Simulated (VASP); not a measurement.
These are LDA (Ceperley-Alder, Perdew-Zunger), VASP's LDA PAW potentials (set 64) (plane waves; VASP) values and carry that method's errors.

VASP input:

### KPOINTS
```
kpoints
0
gamma
  6 6 6
```

INCAR:
```
NELM = 100
EDIFF = 1E-6
PSTRESS = 450
IBRION = 2   ! conjugate gradients
LCHARG = .FALSE.
SIGMA = 0.05   ! width (eV)
LWAVE = .FALSE.
LMAXMIX = 6
NSW = 40   ! most ionic steps
ISIF = 3   ! ions, shape and volume
SYSTEM = KTaO3
PREC = Accurate
ALGO = Normal
EDIFFG = -0.02
LREAL = .FALSE.   ! projection in real space or not
ISMEAR = 0   ! Gaussian
ENCUT = 620   ! plane-wave cut-off (eV)
LASPH = .TRUE.
```

File POSCAR:
```
KTaO3
1
    3.8186970587     0.0000000000     0.0000000000
    0.0000000000     3.8186970587     0.0000000000
    0.0000000000     0.0000000000     3.8186970587
K Ta O
1 1 3
Direct
  0.0000000000   0.0000000000   0.0000000000
  0.5000000000   0.5000000000   0.5000000000
  0.5000000000   0.0000000000   0.5000000000
  0.0000000000   0.5000000000   0.5000000000
  0.5000000000   0.5000000000   0.0000000000
```

POTCAR, in this order: K_sv Ta_pv O (LDA.64 set). Program: vasp_std.

Output of the run:

OUTCAR:
```
 ion  position               nearest neighbor table
   1  0.000  0.000  0.000-   3 2.70   4 2.70   5 2.70   3 2.70   4 2.70   4 2.70   5 2.70   4 2.70
                             3 2.70   5 2.70   3 2.70   5 2.70   2 3.31   2 3.31   2 3.31   2 3.31
   2  0.500  0.500  0.500-   3 1.91   4 1.91   5 1.91   5 1.91   3 1.91   4 1.91   1 3.31   1 3.31
                             1 3.31   1 3.31   1 3.31   1 3.31   1 3.31   1 3.31
   3  0.500  0.000  0.500-   2 1.91   2 1.91   1 2.70   1 2.70   1 2.70   1 2.70
   4  0.000  0.500  0.500-   2 1.91   2 1.91   1 2.70   1 2.70   1 2.70   1 2.70
   5  0.500  0.500  0.000-   2 1.91   2 1.91   1 2.70   1 2.70   1 2.70   1 2.70
  LATTYP: Found a simple cubic cell.
 ALAT       =     3.8186970587
 Subroutine PRICEL returns:
 Original cell was already a primitive cell.
 Subroutine GETGRP returns: Found 48 space group operations
The static configuration has the point symmetry O_h .
The dynamic configuration has the point symmetry O_h .
 Subroutine INISYM returns: Found 48 space group operations
 Subroutine IBZKPT returns following result:
 Found     20 irreducible k-points:

 Following reciprocal coordinates:
            Coordinates               Weight
  0.000000  0.000000  0.000000      1.000000
  0.166667  0.000000  0.000000      6.000000
  0.333333  0.000000  0.000000      6.000000
  0.500000  0.000000  0.000000      3.000000
  0.166667  0.166667  0.000000     12.000000
  0.333333  0.166667  0.000000     24.000000
  0.500000  0.166667  0.000000     12.000000
  0.333333  0.333333  0.000000     12.000000
  0.500000  0.333333  0.000000     12.000000
  0.500000  0.500000  0.000000      3.000000
  0.166667  0.166667  0.166667      8.000000
  0.333333  0.166667  0.166667     24.000000
  0.500000  0.166667  0.166667     12.000000
  0.333333  0.333333  0.166667     24.000000
  0.500000  0.333333  0.166667     24.000000
  0.500000  0.500000  0.166667      6.000000
  0.333333  0.333333  0.333333      8.000000
  0.500000  0.333333  0.333333     12.000000
  0.500000  0.500000  0.333333      6.000000
  0.500000  0.500000  0.500000      1.000000
   k-points           NKPTS =     20   k-points in BZ     NKDIM =     20   number of bands    NBANDS=     23
   number of dos      NEDOS =    301   number of ions     NIONS =      5
   total plane-waves  NPLWV =  32768
   dimension x,y,z NGX =    32 NGY =   32 NGZ =   32
   dimension x,y,z NGXF=    64 NGYF=   64 NGZF=   64
   ions per type =               1   1   3
   PREC   = accura    normal or accurate (medium, high low for compatibility)
   ISTART =      0    job   : 0-new  1-cont  2-samecut
   ICHARG =      2    charge: 1-file 2-atom 10-const
   ISPIN  =      1    spin polarized calculation?
   LNONCOLLINEAR =      F non collinear calculations
   LSORBIT =      F    spin-orbit coupling
   INIWAV =      1    electr: 0-lowe 1-rand  2-diag
   ENCUT  =  620.0 eV  45.57 Ry    6.75 a.u.   7.75  7.75  7.75*2*pi/ulx,y,z
   NELM   =    100;   NELMIN=  2; NELMDL= -5     # of ELM steps
   EDIFF  = 0.1E-05   stopping-criterion for ELM
   LREAL  =      F    real-space projection
   NLSPLINE    = F    spline interpolate recip. space projectors
   LMAXMIX     =    6 max onsite mixed and CHGCAR
   VOSKOWN=      0    Vosko Wilk Nusair interpolation
   EDIFFG = -.2E-01   stopping-criterion for IOM
   NSW    =     40    number of steps for IOM
   NBLOCK =      1;   KBLOCK =     40    inner block; outer block
   IBRION =      2    ionic relax: 0-MD 1-quasi-New 2-CG
   NFREE  =      1    steps in history (QN), initial steepest desc. (CG)
   ISIF   =      3    stress and relaxation
   ISYM   =      2    0-nonsym 1-usesym 2-fastsym
   TEIN   =    0.0    initial temperature
   TEBEG  =    0.0;   TEEND  =   0.0 temperature during run
   SMASS  =  -3.00    Nose mass-parameter (am)
   PSTRESS=  450.0 pullay stress
   NELECT =      38.0000    total number of electrons
   EFERMI =   0.00;   METHOD = LEGACY
   ISMEAR =     0;   SIGMA  =   0.05  broadening in eV -4-tet -1-fermi 0-gaus
...
```

### OSZICAR
```
       N       E                     dE             d eps       ncg     rms          rms(c)
DAV:   1     0.390256811746E+03    0.39026E+03   -0.24084E+04   920   0.198E+03
DAV:   2    -0.297299466358E+02   -0.41999E+03   -0.41072E+03  1097   0.515E+02
DAV:   3    -0.519896505490E+02   -0.22260E+02   -0.22206E+02  1179   0.114E+02
DAV:   4    -0.525313822600E+02   -0.54173E+00   -0.54153E+00  1673   0.165E+01
DAV:   5    -0.525338863469E+02   -0.25041E-02   -0.25038E-02  1179   0.104E+00    0.464E+01
DAV:   6    -0.447499429548E+02    0.77839E+01   -0.38518E+01  1085   0.483E+01    0.194E+01
DAV:   7    -0.445913094771E+02    0.15863E+00   -0.17391E+00  1242   0.978E+00    0.115E+01
DAV:   8    -0.445165246754E+02    0.74785E-01   -0.19091E-01  1221   0.399E+00    0.104E+00
DAV:   9    -0.445135864992E+02    0.29382E-02   -0.23386E-02  1308   0.103E+00    0.242E-01
DAV:  10    -0.445132844079E+02    0.30209E-03   -0.21918E-03  1281   0.442E-01    0.908E-02
DAV:  11    -0.445132563365E+02    0.28071E-04   -0.28520E-04  1251   0.150E-01    0.316E-02
DAV:  12    -0.445132531065E+02    0.32299E-05   -0.37716E-05  1386   0.463E-02    0.324E-03
DAV:  13    -0.445132531303E+02   -0.23766E-07   -0.10508E-06   869   0.890E-03
   1 F= -.28872864E+02 E0= -.28872864E+02  d E =-.288729E+02
       N       E                     dE             d eps       ncg     rms          rms(c)
DAV:   1    -0.459547036378E+02   -0.14415E+01   -0.14194E+02  1088   0.124E+02    0.251E+01
DAV:   2    -0.422563104094E+02    0.36984E+01   -0.12093E+01  1046   0.277E+01    0.124E+01
DAV:   3    -0.414488404155E+02    0.80747E+00   -0.20342E+00  1355   0.141E+01    0.270E+00
DAV:   4    -0.414261124349E+02    0.22728E-01   -0.22361E-01  1482   0.363E+00    0.120E+00
DAV:   5    -0.414323825769E+02   -0.62701E-02   -0.22988E-02  1436   0.125E+00    0.290E-01
DAV:   6    -0.414333647873E+02   -0.98221E-03   -0.47334E-03  1489   0.591E-01    0.172E-01
DAV:   7    -0.414334006250E+02   -0.35838E-04   -0.32442E-04  1333   0.143E-01    0.971E-02
DAV:   8    -0.414333860182E+02    0.14607E-04   -0.12322E-04  1159   0.950E-02    0.136E-02
DAV:   9    -0.414333857903E+02    0.22790E-06   -0.50368E-06  1181   0.201E-02
   2 F= -.28036190E+02 E0= -.28036190E+02  d E =0.836674E+00
       N       E                     dE             d eps       ncg     rms          rms(c)
DAV:   1    -0.464992335136E+02   -0.50658E+01   -0.79082E+01   962   0.955E+01    0.185E+01
DAV:   2    -0.445060333170E+02    0.19932E+01   -0.66168E+00  1045   0.199E+01    0.949E+00
DAV:   3    -0.440623204522E+02    0.44371E+00   -0.78203E-01  1090   0.924E+00    0.396E+00
DAV:   4    -0.440261949930E+02    0.36125E-01   -0.17552E-01  1326   0.298E+00    0.194E+00
DAV:   5    -0.440284326531E+02   -0.22377E-02   -0.22226E-02  1357   0.851E-01    0.499E-01
DAV:   6    -0.440291475165E+02   -0.71486E-03   -0.45574E-03  1284   0.402E-01    0.181E-01
DAV:   7    -0.440290475924E+02    0.99924E-04   -0.41363E-04  1503   0.125E-01    0.469E-02
DAV:   8    -0.440290589309E+02   -0.11338E-04   -0.22863E-05  1166   0.355E-02    0.947E-03
DAV:   9    -0.440290593891E+02   -0.45815E-06   -0.19186E-06   887   0.106E-02
   3 F= -.28979104E+02 E0= -.28979104E+02  d E =-.106240E+00
       N       E                     dE             d eps       ncg     rms          rms(c)
DAV:   1    -0.440051068595E+02    0.23952E-01   -0.16214E-02  1039   0.133E+00    0.248E-01
DAV:   2    -0.440046761149E+02    0.43074E-03   -0.14265E-03  1053   0.294E-01    0.126E-01
DAV:   3    -0.440045848815E+02    0.91233E-04   -0.17289E-04  1158   0.139E-01    0.396E-02
DAV:   4    -0.440045805040E+02    0.43775E-05   -0.36276E-05  1380   0.414E-02    0.212E-02
DAV:   5    -0.440045812856E+02   -0.78161E-06   -0.43599E-06  1100   0.137E-02
   4 F= -.28979330E+02 E0= -.28979330E+02  d E =-.106466E+00
```

**OUTCAR**
```
------------------------ aborting loop because EDIFF is reached ----------------------------------------
  FORCE on cell =-STRESS in cart. coord.  units (eV):
  Direction    XX          YY          ZZ          XY          YZ          ZX
  --------------------------------------------------------------------------------------
  Total       14.9846454     14.9846454     14.9846454     -0.0000000      0.0000000     -0.0000000
  in kB      448.7838784    448.7838784    448.7838784     -0.0000000      0.0000000     -0.0000000
  external PRESSURE =      -1.2161216 kB  Pullay stress =     450.0000000 kB
  volume of cell :       53.50
      direct lattice vectors                 reciprocal lattice vectors
     3.767962760  0.000000000 -0.000000000     0.265395404  0.000000000 -0.000000000
    -0.000000000  3.767962760 -0.000000000    -0.000000000  0.265395404 -0.000000000
     0.000000000  0.000000000  3.767962760     0.000000000  0.000000000  0.265395404
 POSITION                                       TOTAL-FORCE (eV/Angst)
 -----------------------------------------------------------------------------------
      0.00000      0.00000      0.00000        -0.000000     -0.000000      0.000000
      1.88398      1.88398      1.88398         0.000000     -0.000000      0.000000
      1.88398      0.00000      1.88398        -0.000000      0.000000      0.000000
      0.00000      1.88398      1.88398         0.000000      0.000000      0.000000
      1.88398      1.88398     -0.00000        -0.000000     -0.000000      0.000000
 -----------------------------------------------------------------------------------
    total drift:                                0.000000     -0.000000     -0.000000
  FREE ENERGIE OF THE ION-ELECTRON SYSTEM (eV)
  ---------------------------------------------------
  free  energy   TOTEN  =       -44.0045812856 eV

  energy  without entropy=      -44.0045812856  energy(sigma->0) =      -44.00458129
  enthalpy is  TOTEN    =       -28.9793302366 eV   P V=       15.0252510490

 reached required accuracy - stopping structural energy minimisation
```
(Selected blocks of OUTCAR.)

File CONTCAR:
```
KTaO3
   1.00000000000000
     3.7679627604269972    0.0000000000000000   -0.0000000000000000
    -0.0000000000000000    3.7679627604269972   -0.0000000000000000
     0.0000000000000000    0.0000000000000000    3.7679627604269972
  K               Ta              O
     1     1     3
Direct
     0.0000000000000000    0.0000000000000000    0.0000000000000000
     0.5000000000000000    0.5000000000000000    0.5000000000000000
     0.5000000000000000    0.0000000000000000    0.5000000000000000
     0.0000000000000000    0.5000000000000000    0.5000000000000000
     0.5000000000000000    0.5000000000000000    0.0000000000000000
```

Energy and stress use the plane-wave basis of the starting cell.

The compound is KTaO3 in the cubic perovskite structure. This run relaxes it under an external pressure of 45 GPa. Symmetry was kept, so distortions that lower it aren't found.
